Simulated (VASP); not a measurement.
Data:

```xyz
14
Lattice="3.8420 0.0000 0.0000 0.0000 13.0071 0.0000 0.0000 0.0000 3.8738" Properties=species:S:1:pos:R:3 pbc="T T T"
Ta     0.0000     1.9022     0.0828
Ta     0.0000    11.1049     0.0828
Ta     1.9210     4.6014     3.7910
Ta     1.9210     8.4057     3.7910
O      1.9210     2.4118     0.0085
O      1.9210    10.5953     0.0085
O      3.8420     4.0917     3.8653
O      3.8420     8.9154     3.8653
O      0.0000    11.0663     1.9693
O      0.0000     1.9408     1.9693
O      1.9210     8.4443     1.9045
O      1.9210     4.5628     1.9045
O      1.9210     6.5036     3.8535
O      3.8420    13.0071     0.0203
```

These are PBEsol GGA, VASP's PBE PAW potentials (set 64) (plane waves; VASP) values and carry that method's errors. Settings: LREAL = Auto, 520 eV cut-off, Gaussian smearing of 0.050 eV, potentials Ta_pv O.

Unless said otherwise, spin-orbit coupling is left out, though it shifts the bands of the heavy elements here.

### Question
Predict the band gap (along the path) with the smallest direct gap where there is one.

### Answer

```json
{
  "band gap (along the path)": "2.21 eV",
  "smallest direct gap (along the path)": "2.80 eV"
}
```

Total energies compare only between runs with the same potentials, cut-off and functional.

The structure comes from a computed database's Ta2O5 entry (Pmmn); how it stands against other phases isn't given here. It was relaxed first.
